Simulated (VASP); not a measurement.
Output of a VASP run:

File OUTCAR:
```
 ion  position               nearest neighbor table
   1  0.000  0.000  0.000-
  LATTYP: Found a body centered cubic cell.
 ALAT       =     3.1408679702
 Subroutine PRICEL returns:
 Original cell was already a primitive cell.
 Subroutine GETGRP returns: Found 48 space group operations
The static configuration has the point symmetry O_h .
The dynamic configuration has the point symmetry O_h .
 Subroutine INISYM returns: Found 48 space group operations
 Subroutine IBZKPT returns following result:
 Found    195 irreducible k-points:

 Following reciprocal coordinates:
            Coordinates               Weight
  0.000000  0.000000  0.000000      1.000000
  0.055556  0.000000  0.000000     12.000000
  0.111111  0.000000  0.000000     12.000000
  0.166667  0.000000  0.000000     12.000000
  0.222222  0.000000  0.000000     12.000000
  0.277778  0.000000  0.000000     12.000000
  0.333333  0.000000  0.000000     12.000000
  0.388889  0.000000  0.000000     12.000000
  0.444444  0.000000  0.000000     12.000000
  0.500000  0.000000  0.000000      6.000000
  0.055556  0.055556  0.000000     24.000000
  0.111111  0.055556  0.000000     48.000000
  0.166667  0.055556  0.000000     48.000000
  0.222222  0.055556  0.000000     48.000000
  0.277778  0.055556  0.000000     48.000000
  0.333333  0.055556  0.000000     48.000000
  0.388889  0.055556  0.000000     48.000000
  0.444444  0.055556  0.000000     48.000000
  0.111111  0.111111  0.000000     24.000000
  0.166667  0.111111  0.000000     48.000000
  0.222222  0.111111  0.000000     48.000000
  0.277778  0.111111  0.000000     48.000000
  0.333333  0.111111  0.000000     48.000000
  0.388889  0.111111  0.000000     48.000000
  0.444444  0.111111  0.000000     24.000000
  0.166667  0.166667  0.000000     24.000000
  0.222222  0.166667  0.000000     48.000000
  0.277778  0.166667  0.000000     48.000000
  0.333333  0.166667  0.000000     48.000000
  0.388889  0.166667  0.000000     48.000000
  0.222222  0.222222  0.000000     24.000000
  0.277778  0.222222  0.000000     48.000000
  0.333333  0.222222  0.000000     48.000000
  0.388889  0.222222  0.000000     24.000000
  0.277778  0.277778  0.000000     24.000000
  0.333333  0.277778  0.000000     48.000000
  0.333333  0.333333  0.000000      8.000000
  0.055556  0.055556  0.055556      8.000000
  0.111111  0.055556  0.055556     24.000000
  0.166667  0.055556  0.055556     24.000000
   k-points           NKPTS =    195   k-points in BZ     NKDIM =    195   number of bands    NBANDS=     11
   number of dos      NEDOS =    601   number of ions     NIONS =      1
   total plane-waves  NPLWV =   8000
   dimension x,y,z NGX =    20 NGY =   20 NGZ =   20
   dimension x,y,z NGXF=    40 NGYF=   40 NGZF=   40
   ions per type =               1
   PREC   = accura    normal or accurate (medium, high low for compatibility)
   ISTART =      0    job   : 0-new  1-cont  2-samecut
   ICHARG =      2    charge: 1-file 2-atom 10-const
   ISPIN  =      1    spin polarized calculation?
   LNONCOLLINEAR =      F non collinear calculations
   LSORBIT =      F    spin-orbit coupling
   INIWAV =      1    electr: 0-lowe 1-rand  2-diag
   ENCUT  =  520.0 eV  38.22 Ry    6.18 a.u.   5.06  5.06  5.06*2*pi/ulx,y,z
   NELM   =    100;   NELMIN=  2; NELMDL= -5     # of ELM steps
   EDIFF  = 0.1E-06   stopping-criterion for ELM
   LREAL  =      F    real-space projection
   NLSPLINE    = F    spline interpolate recip. space projectors
   LMAXMIX     =    4 max onsite mixed and CHGCAR
   VOSKOWN=      0    Vosko Wilk Nusair interpolation
   EDIFFG = 0.1E-05   stopping-criterion for IOM
   NSW    =      0    number of steps for IOM
   NBLOCK =      1;   KBLOCK =      1    inner block; outer block
   IBRION =     -1    ionic relax: 0-MD 1-quasi-New 2-CG
   NFREE  =      0    steps in history (QN), initial steepest desc. (CG)
...
```

**OSZICAR**
```
       N       E                     dE             d eps       ncg     rms          rms(c)
DAV:   1     0.901620109044E+02    0.90162E+02   -0.83319E+03  4354   0.131E+03
DAV:   2    -0.102014542368E+02   -0.10036E+03   -0.97140E+02  4671   0.341E+02
DAV:   3    -0.115753790297E+02   -0.13739E+01   -0.13581E+01  5004   0.395E+01
DAV:   4    -0.115794048649E+02   -0.40258E-02   -0.40258E-02  4661   0.242E+00
DAV:   5    -0.115794248370E+02   -0.19972E-04   -0.19977E-04  5007   0.171E-01    0.150E+01
DAV:   6    -0.110114298288E+02    0.56800E+00   -0.10092E+00  4641   0.122E+01    0.415E+00
DAV:   7    -0.109326170525E+02    0.78813E-01   -0.21545E-01  5012   0.529E+00    0.938E-01
DAV:   8    -0.109289764281E+02    0.36406E-02   -0.40853E-03  4461   0.926E-01    0.176E-01
DAV:   9    -0.109290634348E+02   -0.87007E-04   -0.11794E-04  5045   0.150E-01    0.753E-02
DAV:  10    -0.109290700916E+02   -0.66568E-05   -0.11786E-05  4545   0.457E-02    0.885E-03
DAV:  11    -0.109290724531E+02   -0.23615E-05   -0.38102E-07  5166   0.656E-03    0.116E-03
DAV:  12    -0.109290717066E+02    0.74652E-06   -0.11192E-08  2526   0.134E-03    0.769E-05
DAV:  13    -0.109290717675E+02   -0.60898E-07   -0.51749E-10  2376   0.329E-04
   1 F= -.11543349E+02 E0= -.11543349E+02  d E =0.000000E+00
```

File OUTCAR:
```
------------------------ aborting loop because EDIFF is reached ----------------------------------------
  Edisp (eV):   -0.61428
  FORCE on cell =-STRESS in cart. coord.  units (eV):
  Direction    XX          YY          ZZ          XY          YZ          ZX
  --------------------------------------------------------------------------------------
  Total      -0.00769    -0.00769    -0.00769     0.00000     0.00000     0.00000
  in kB      -0.79577    -0.79577    -0.79577     0.00000     0.00000     0.00000
  external pressure =       -0.80 kB  Pullay stress =        0.00 kB
  volume of cell :       15.49
      direct lattice vectors                 reciprocal lattice vectors
    -1.570433985  1.570433985  1.570433985     0.000000000  0.318383329  0.318383329
     1.570433985 -1.570433985  1.570433985     0.318383329  0.000000000  0.318383329
     1.570433985  1.570433985 -1.570433985     0.318383329  0.318383329  0.000000000
 POSITION                                       TOTAL-FORCE (eV/Angst)
 -----------------------------------------------------------------------------------
      0.00000      0.00000      0.00000        -0.000000     -0.000000      0.000000
 -----------------------------------------------------------------------------------
    total drift:                                0.000000      0.000000      0.000000
  FREE ENERGIE OF THE ION-ELECTRON SYSTEM (eV)
  ---------------------------------------------------
  free  energy   TOTEN  =       -11.5433488707 eV

  energy  without entropy=      -11.5433488707  energy(sigma->0) =      -11.54334887

 total charge

# of ion       s       p       d       tot
------------------------------------------
    1        2.385   6.211   3.921  12.518
```
(Selected blocks of OUTCAR.)

File POSCAR:
```
Mo
1
   -1.5704339851     1.5704339851     1.5704339851
    1.5704339851    -1.5704339851     1.5704339851
    1.5704339851     1.5704339851    -1.5704339851
Mo
1
Direct
  0.0000000000   0.0000000000   0.0000000000
```

Problem. Write an INCAR and KPOINTS that could have produced this output.

Solution. Several could match; the one computed here: the input of the run itself, PBE GGA with D4 dispersion, plane waves, VASP's PBE PAW potentials (set 64).

File KPOINTS:
```
Automatic
0
Gamma
  18 18 18
```

INCAR:
```
! general
SYSTEM  = Mo
PREC    = Accurate
ENCUT   = 520
LREAL   = .False.
LASPH   = .True.

! electronic loop
EDIFF   = 1E-7
NELM    = 100
ALGO    = Normal
LMAXMIX = 4

! smearing
ISMEAR  = -5

! functional
GGA     = PE
IVDW    = 13

! ions
ISIF    = 2

! output
LWAVE   = .False.
LCHARG  = .True.
LORBIT  = 11
NEDOS   = 601
```

POTCAR, in this order: Mo_sv (PBE.64 set). Program: vasp_std.

For a metal the tetrahedron method with Blöchl corrections gives inexact stress and forces.

The compound is Mo in the bcc structure. It was relaxed first.
